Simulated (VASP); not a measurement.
Wanted: the native input for a VASP 6.6.1 run.

```
Task                   : relaxation of cell and atoms
Functional             : PBE
Dispersion             : D3(BJ)
Potentials or basis    : VASP PAW PBE potentials, release 64 (K_sv, C, O)
Cutoff                 : 600 eV
k mesh                 : 4 × 4 × 4
Occupations            : gaussian, width 0.01 eV
Spin                   : no spin polarisation
Dipole correction      : no
Further INCAR settings : ALGO = Normal; EDIFF = 1e-06; IBRION = 2; EDIFFG = -0.001; NSW = 80; ISIF = 8
```

The structure of K3CO lies in POSCAR:

```
K3CO
1.0
    5.2310620000      0.0000000000      0.0000000000
    0.0000000000      5.2310620000      0.0000000000
    0.0000000000      0.0000000000      5.2310620000
K C O
3 1 1
Direct
    0.0000000000      0.0000000000      0.5000000000
    0.0000000000      0.5000000000      0.0000000000
    0.5000000000      0.0000000000      0.0000000000
    0.5000000000      0.5000000000      0.5000000000
    0.0000000000      0.0000000000      0.0000000000
```

The cell comes from a database or a generator and needn't be the stable form of this composition.

These files were run (other wordings do the same):

INCAR

```
PREC = Accurate ; ENCUT = 600
EDIFF = 1E-6 ; ISMEAR = 0
SIGMA = 0.01 ; LREAL = F
LASPH = T ; NELM = 100
ALGO = Normal ; ISIF = 8
LWAVE = F ; LCHARG = F
GGA = PE ; IVDW = 12
IBRION = 2 ; NSW = 80
EDIFFG = -0.001
```

KPOINTS

```
regular mesh
0
Gamma
  4 4 4
```

Potentials or basis: VASP PAW PBE potentials, release 64 (K_sv, C, O).

Command:

```sh
$ cat potpaw_PBE.64/K_sv/POTCAR potpaw_PBE.64/C/POTCAR potpaw_PBE.64/O/POTCAR > POTCAR
$ mpirun -np 1 vasp_std > vasp.out
```

Results of the run:

- Relaxed volume: 26.76 Å³/atom
- Relaxed cell: a = 5.114 Å, b = 5.114 Å, c = 5.114 Å, α = 90.00°, β = 90.00°, γ = 90.00°
- Space group after relaxing (to 0.05 Å): Pm-3m (No. 221)
- Energy gained by relaxing: 5.5 meV/atom
- Ionic steps: 6
- Pressure after relaxing: 0.0 GPa
- Band gap on the k mesh: none (metal or under the smearing width)
- Dispersion energy per atom: -0.168 eV

Caveat: an odd number of electrons without spin polarisation forces a metal; a magnetic or distorted state may lie lower; pairwise dispersion overbinds metals, which lowers pressure and volume.

Run time: 4.3 min on 1 thread of Intel(R) Xeon(R) Platinum 8259CL CPU @ 2.50GHz (Skylake/Cascade Lake), on a shared host, peak memory 0.3 GiB.
